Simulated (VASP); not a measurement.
Computed with r2SCAN meta-GGA, VASP's PBE PAW potentials (set 64) (plane waves; VASP 6.6.1).

VASP input:

**KPOINTS**
```
Automatic mesh
0
Gamma
7 7 7
0 0 0
```

**INCAR**
```
NSW = 1   # most ionic steps
IBRION = 6
ISIF = 3   # ions, shape and volume
LASPH = .TRUE.
ENCUT = 530
POTIM = 0.015
PREC = Accurate
NELM = 100
EDIFF = 1E-7
LMIXTAU = .TRUE.
LWAVE = .FALSE.
ALGO = Normal   # blocked Davidson
SIGMA = 0.05
LCHARG = .FALSE.
NFREE = 2
METAGGA = R2SCAN
SYSTEM = MgS
ISMEAR = 0   # Gaussian
LREAL = .FALSE.   # projection in real space or not
```

### POSCAR
```
MgS
1
    0.0000000000     2.8265272394     2.8265272394
    2.8265272394     0.0000000000     2.8265272394
    2.8265272394     2.8265272394    -0.0000000000
S Mg
1 1
Direct
  0.2500000000   0.2500000000   0.2500000000
  0.0000000000   0.0000000000   0.0000000000
```

POTCAR, in this order: S Mg (PBE.64 set). Program: vasp_std.

Output

**OSZICAR**
```
...
DAV:   4    -0.154491163503E+02   -0.14199E-03   -0.15810E-03  1656   0.421E-01    0.561E-02
DAV:   5    -0.154488410666E+02    0.27528E-03   -0.10832E-03  1656   0.411E-01    0.203E-02
DAV:   6    -0.154489801207E+02   -0.13905E-03   -0.82943E-04  1632   0.359E-01    0.136E-02
DAV:   7    -0.154490381228E+02   -0.58002E-04   -0.20224E-05  2072   0.517E-02    0.865E-03
DAV:   8    -0.154490508014E+02   -0.12679E-04   -0.14400E-05  1696   0.535E-02    0.327E-03
DAV:   9    -0.154490547667E+02   -0.39653E-05   -0.41279E-06  1696   0.285E-02    0.117E-03
DAV:  10    -0.154490553886E+02   -0.62194E-06   -0.31365E-07  1992   0.720E-03    0.165E-03
DAV:  11    -0.154490555046E+02   -0.11594E-06   -0.11481E-07  1760   0.449E-03    0.107E-03
DAV:  12    -0.154490555100E+02   -0.54515E-08   -0.14702E-08   920   0.165E-03
  11 F= -.15449056E+02 E0= -.15449056E+02  d E =-.942407E-14
       N       E                     dE             d eps       ncg     rms          rms(c)
DAV:   1    -0.154547879120E+02   -0.57324E-02   -0.36369E-01  1784   0.391E+00    0.374E-01
DAV:   2    -0.154521119831E+02    0.26759E-02   -0.93037E-03  2208   0.804E-01    0.194E-01
DAV:   3    -0.154493094836E+02    0.28025E-02   -0.48854E-03  2272   0.526E-01    0.580E-02
DAV:   4    -0.154490817417E+02    0.22774E-03   -0.82147E-04  1752   0.293E-01    0.321E-02
DAV:   5    -0.154491051243E+02   -0.23383E-04   -0.77284E-04  1752   0.354E-01    0.129E-02
DAV:   6    -0.154489918185E+02    0.11331E-03   -0.49444E-04  1616   0.281E-01    0.666E-03
DAV:   7    -0.154490801314E+02   -0.88313E-04   -0.25709E-05  1840   0.627E-02    0.465E-03
DAV:   8    -0.154490516384E+02    0.28493E-04   -0.51096E-06  1928   0.281E-02    0.171E-03
DAV:   9    -0.154490540288E+02   -0.23904E-05   -0.35509E-06  1776   0.258E-02    0.407E-04
DAV:  10    -0.154490568705E+02   -0.28417E-05   -0.19513E-07  1920   0.566E-03    0.421E-04
DAV:  11    -0.154490580955E+02   -0.12250E-05   -0.98572E-08  1728   0.405E-03    0.220E-04
DAV:  12    -0.154490556029E+02    0.24925E-05   -0.38367E-08   968   0.261E-03    0.153E-04
DAV:  13    -0.154490554438E+02    0.15917E-06   -0.70045E-09   944   0.106E-03    0.107E-04
DAV:  14    -0.154490554198E+02    0.24002E-07   -0.51421E-10   904   0.254E-04
  12 F= -.15449055E+02 E0= -.15449055E+02  d E =-.113336E-13
       N       E                     dE             d eps       ncg     rms          rms(c)
DAV:   1    -0.154602680739E+02   -0.11213E-01   -0.41653E-01  1824   0.414E+00    0.593E-01
DAV:   2    -0.154532238526E+02    0.70442E-02   -0.13951E-02  2232   0.981E-01    0.281E-01
DAV:   3    -0.154489739958E+02    0.42499E-02   -0.10742E-02  2328   0.758E-01    0.990E-02
DAV:   4    -0.154491261945E+02   -0.15220E-03   -0.16247E-03  1664   0.430E-01    0.568E-02
DAV:   5    -0.154486825058E+02    0.44369E-03   -0.17367E-03  1640   0.520E-01    0.267E-02
DAV:   6    -0.154490183432E+02   -0.33584E-03   -0.10958E-03  1640   0.411E-01    0.126E-02
DAV:   7    -0.154490225181E+02   -0.41749E-05   -0.92213E-06  2760   0.319E-02    0.120E-02
DAV:   8    -0.154490098817E+02    0.12636E-04   -0.20042E-06  1640   0.160E-02    0.151E-02
DAV:   9    -0.154490515364E+02   -0.41655E-04   -0.20303E-05  1688   0.631E-02    0.280E-02
DAV:  10    -0.154490547551E+02   -0.32186E-05   -0.15408E-06  1712   0.160E-02    0.237E-02
DAV:  11    -0.154490547850E+02   -0.29891E-07   -0.46925E-07  1880   0.958E-03
  13 F= -.15449055E+02 E0= -.15449055E+02  d E =-.175676E-13
       N       E                     dE             d eps       ncg     rms          rms(c)
DAV:   1    -0.154510396185E+02   -0.19849E-02   -0.44420E-01  1080   0.439E+00    0.336E-01
DAV:   2    -0.154507931440E+02    0.24647E-03   -0.17353E-02  1520   0.115E+00    0.154E-01
DAV:   3    -0.154498408670E+02    0.95228E-03   -0.12096E-03  1344   0.275E-01    0.987E-02
DAV:   4    -0.154502415181E+02   -0.40065E-03   -0.16285E-03  1336   0.345E-01    0.193E-02
DAV:   5    -0.154494779788E+02    0.76354E-03   -0.83066E-04  1040   0.312E-01    0.101E-02
DAV:   6    -0.154501812938E+02   -0.70331E-03   -0.27160E-04  1024   0.178E-01    0.124E-02
DAV:   7    -0.154500263973E+02    0.15490E-03   -0.19598E-05  1240   0.563E-02    0.184E-03
DAV:   8    -0.154501846060E+02   -0.15821E-03   -0.13701E-05  1024   0.490E-02    0.137E-03
DAV:   9    -0.154501716296E+02    0.12976E-04   -0.42490E-07  1448   0.828E-03    0.731E-04
DAV:  10    -0.154501700801E+02    0.15495E-05   -0.40763E-08  1008   0.246E-03    0.130E-04
DAV:  11    -0.154501670404E+02    0.30397E-05   -0.53833E-08   936   0.324E-03    0.195E-04
DAV:  12    -0.154501670284E+02    0.11945E-07   -0.30454E-09   552   0.724E-04
  14 F= -.15450167E+02 E0= -.15450167E+02  d E =-.885528E-14
       N       E                     dE             d eps       ncg     rms          rms(c)
DAV:   1    -0.154482724585E+02    0.18946E-02   -0.76175E-01  1024   0.531E+00    0.259E-01
DAV:   2    -0.154504067431E+02   -0.21343E-02   -0.23112E-02  1240   0.139E+00    0.851E-02
DAV:   3    -0.154497951231E+02    0.61162E-03   -0.13007E-03  1264   0.332E-01    0.700E-02
DAV:   4    -0.154496801150E+02    0.11501E-03   -0.20458E-03  1032   0.435E-01    0.324E-02
DAV:   5    -0.154497928015E+02   -0.11269E-03   -0.17860E-03  1024   0.433E-01    0.243E-02
DAV:   6    -0.154501691167E+02   -0.37632E-03   -0.43514E-04  1024   0.199E-01    0.834E-03
DAV:   7    -0.154501655713E+02    0.35454E-05   -0.65420E-06  1400   0.304E-02    0.812E-03
DAV:   8    -0.154501666062E+02   -0.10349E-05   -0.50965E-07  1256   0.752E-03    0.479E-03
DAV:   9    -0.154501665611E+02    0.45081E-07   -0.12039E-06  1088   0.116E-02    0.353E-04
DAV:  10    -0.154501669923E+02   -0.43122E-06   -0.89071E-08   776   0.325E-03    0.814E-04
DAV:  11    -0.154501668993E+02    0.92999E-07   -0.39604E-09   592   0.779E-04
  15 F= -.15450167E+02 E0= -.15450167E+02  d E =-.886012E-14
       N       E                     dE             d eps       ncg     rms          rms(c)
DAV:   1    -0.154492048771E+02    0.96212E-03   -0.28046E-01  1024   0.342E+00    0.802E-02
DAV:   2    -0.154501446923E+02   -0.93982E-03   -0.96743E-03  1224   0.920E-01    0.440E-02
DAV:   3    -0.154497359352E+02    0.40876E-03   -0.86004E-04  1240   0.277E-01    0.513E-02
DAV:   4    -0.154500274005E+02   -0.29147E-03   -0.10711E-03  1024   0.318E-01    0.218E-02
DAV:   5    -0.154500647078E+02   -0.37307E-04   -0.38693E-04  1024   0.193E-01    0.147E-02
DAV:   6    -0.154501363435E+02   -0.71636E-04   -0.96724E-05  1056   0.925E-02    0.232E-03
DAV:   7    -0.154501362743E+02    0.69238E-07   -0.25965E-06  1568   0.168E-02    0.138E-03
DAV:   8    -0.154501365292E+02   -0.25496E-06   -0.26510E-07  1160   0.558E-03    0.396E-04
DAV:   9    -0.154501362928E+02    0.23638E-06   -0.23359E-07  1072   0.545E-03    0.495E-04
DAV:  10    -0.154501365392E+02   -0.24637E-06   -0.77799E-08   960   0.324E-03    0.599E-05
DAV:  11    -0.154501365126E+02    0.26612E-07   -0.12498E-08   592   0.120E-03
  16 F= -.15450137E+02 E0= -.15450137E+02  d E =-.914633E-14
       N       E                     dE             d eps       ncg     rms          rms(c)
DAV:   1    -0.154499226206E+02    0.21392E-03   -0.27437E-02  1040   0.139E+00    0.111E-01
DAV:   2    -0.154500816573E+02   -0.15904E-03   -0.61776E-04  1672   0.216E-01    0.383E-02
DAV:   3    -0.154501141891E+02   -0.32532E-04   -0.39567E-05  1168   0.517E-02    0.215E-02
DAV:   4    -0.154501308813E+02   -0.16692E-04   -0.24520E-05  1416   0.470E-02    0.549E-03
DAV:   5    -0.154501257536E+02    0.51277E-05   -0.17355E-05  1048   0.480E-02    0.591E-03
DAV:   6    -0.154501348366E+02   -0.90830E-05   -0.96007E-06  1024   0.369E-02    0.244E-03
DAV:   7    -0.154501364509E+02   -0.16143E-05   -0.10850E-06  1168   0.116E-02    0.107E-03
DAV:   8    -0.154501365573E+02   -0.10640E-06   -0.11419E-07  1104   0.415E-03    0.354E-04
DAV:   9    -0.154501365498E+02    0.75226E-08   -0.34326E-08   616   0.222E-03
  17 F= -.15450137E+02 E0= -.15450137E+02  d E =-.916459E-14
```

File OUTCAR:
```
------------------------ aborting loop because EDIFF is reached ----------------------------------------
  FORCE on cell =-STRESS in cart. coord.  units (eV):
  Direction    XX          YY          ZZ          XY          YZ          ZX
  --------------------------------------------------------------------------------------
  Total        0.0019362      0.0041359      0.0041359      0.0000000     -0.0933059      0.0000000
  in kB        0.0686874      0.1467220      0.1467220      0.0000000     -3.3100158      0.0000000
  external PRESSURE =       0.1207104 kB  Pullay stress =       0.0000000 kB
  volume of cell :       45.16
      direct lattice vectors                 reciprocal lattice vectors
     0.000000000  2.826527239  2.826527239    -0.176895518  0.176895518  0.176895518
     2.826527239  0.000000000  2.826527239     0.176895518 -0.176895518  0.176895518
     2.826527239  2.826527239  0.000000000     0.176895518  0.176895518 -0.176895518
 POSITION                                       TOTAL-FORCE (eV/Angst)
 -----------------------------------------------------------------------------------
      1.41326      1.41326      1.41326        -0.088632      0.000000      0.000000
     -0.01500      0.00000      0.00000         0.088632      0.000000      0.000000
 -----------------------------------------------------------------------------------
    total drift:                                0.006791      0.000000      0.000000
  FREE ENERGIE OF THE ION-ELECTRON SYSTEM (eV)
  ---------------------------------------------------
  free  energy   TOTEN  =       -15.4501365498 eV

  energy  without entropy=      -15.4501365498  energy(sigma->0) =      -15.45013655

   1 f  =   10.170115 THz    63.900715 2PiTHz  339.238508 cm-1    42.060196 meV
             X         Y         Z           dx          dy          dz
      1.413264  1.413264  1.413264     0.611623   -0.226937   -0.000000
      0.000000  0.000000  0.000000    -0.710567    0.263650   -0.000000

   2 f  =   10.170115 THz    63.900715 2PiTHz  339.238508 cm-1    42.060196 meV
             X         Y         Z           dx          dy          dz
      1.413264  1.413264  1.413264     0.000000    0.000000   -0.652367
      0.000000  0.000000  0.000000     0.000000   -0.000000    0.757903

   3 f  =   10.170115 THz    63.900715 2PiTHz  339.238508 cm-1    42.060196 meV
             X         Y         Z           dx          dy          dz
      1.413264  1.413264  1.413264     0.226937    0.611623   -0.000000
      0.000000  0.000000  0.000000    -0.263650   -0.710567   -0.000000

   4 f/i=    0.057329 THz     0.360206 2PiTHz    1.912273 cm-1     0.237092 meV
             X         Y         Z           dx          dy          dz
      1.413264  1.413264  1.413264     0.173287    0.737096   -0.032847
      0.000000  0.000000  0.000000     0.149157    0.634457   -0.028274

   5 f/i=    0.057329 THz     0.360206 2PiTHz    1.912273 cm-1     0.237092 meV
             X         Y         Z           dx          dy          dz
      1.413264  1.413264  1.413264     0.010156    0.031355    0.757186
      0.000000  0.000000  0.000000     0.008741    0.026989    0.651750

   6 f/i=    0.057329 THz     0.360206 2PiTHz    1.912273 cm-1     0.237092 meV
             X         Y         Z           dx          dy          dz
      1.413264  1.413264  1.413264     0.737757   -0.173563   -0.002708
      0.000000  0.000000  0.000000     0.635026   -0.149395   -0.002331

 ELASTIC MODULI CONTR FROM IONIC RELAXATION (kBar)
 Direction    XX          YY          ZZ          XY          YZ          ZX
 --------------------------------------------------------------------------------
 XX          -0.0000     -0.0000     -0.0000     -0.0000     -0.0000     -0.0000
 YY          -0.0000     -0.0000     -0.0000     -0.0000     -0.0000     -0.0000
 ZZ          -0.0000     -0.0000     -0.0000     -0.0000     -0.0000     -0.0000
 XY          -0.0000     -0.0000     -0.0000   -232.6246      0.0000      0.0000
 YZ          -0.0000     -0.0000     -0.0000      0.0000   -232.6246      0.0000
 ZX          -0.0000     -0.0000     -0.0000      0.0000      0.0000   -232.6246
 --------------------------------------------------------------------------------

 TOTAL ELASTIC MODULI (kBar)
 Direction    XX          YY          ZZ          XY          YZ          ZX
 --------------------------------------------------------------------------------
 XX         767.3635    533.2076    533.2076     -0.0000     -0.0000      0.0000
 YY         533.2076    767.3635    533.2076     -0.0000      0.0000      0.0000
 ZZ         533.2076    533.2076    767.3635      0.0000     -0.0000     -0.0000
 XY          -0.0000     -0.0000      0.0000    326.5909      0.0000      0.0000
 YZ          -0.0000      0.0000     -0.0000      0.0000    326.5909      0.0000
 ZX           0.0000      0.0000     -0.0000      0.0000      0.0000    326.5909
 --------------------------------------------------------------------------------
```
(Selected blocks of OUTCAR.)

The structure was generated: MgS was put into the zincblende type (F-43m), which need not be its known phase. It was relaxed first.
